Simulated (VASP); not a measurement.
```
CELL_PARAMETERS angstrom
      1.82839    -3.16686     0.00000
      1.82839     3.16686     0.00000
      0.00000     0.00000     5.64381
ATOMIC_POSITIONS crystal
  Y  0.33333 0.66667 0.25000
  Y  0.66667 0.33333 0.75000
```

Level of theory: PBE GGA with spin-orbit coupling, VASP's PBE PAW potentials (set 64) (plane waves; VASP). Settings: 400 eV cut-off, 10×10×6 Γ-centred mesh, Gaussian smearing of 0.050 eV, potentials Y_sv.

Give the energies of bands 17 to 29 at the high-symmetry points, in eV from the Fermi level.

```csv
band,Γ,M,K,A,L,H
17,-4.68,-1.68,-0.72,-3.21,-1.64,-0.41
18,-4.68,-1.68,-0.72,-3.21,-1.64,-0.41
19,-1.83,-1.19,-0.71,-3.21,-1.64,-0.38
20,-1.83,-1.19,-0.71,-3.21,-1.64,-0.38
21,1.02,-0.79,-0.66,1.02,0.10,-0.37
22,1.02,-0.79,-0.66,1.02,0.10,-0.37
23,1.70,-0.13,-0.46,1.02,0.10,-0.36
24,1.70,-0.13,-0.46,1.02,0.10,-0.36
25,1.77,1.41,1.10,1.61,1.40,0.39
26,1.77,1.41,1.10,1.61,1.40,0.39
27,2.17,1.48,1.13,1.61,1.40,0.45
28,2.17,1.48,1.13,1.61,1.40,0.45
29,2.33,2.15,2.41,1.65,2.74,2.77
```

It has no gap at this level: it comes out as a metal or semimetal.

The compound is Y in the hcp structure. It was relaxed first.
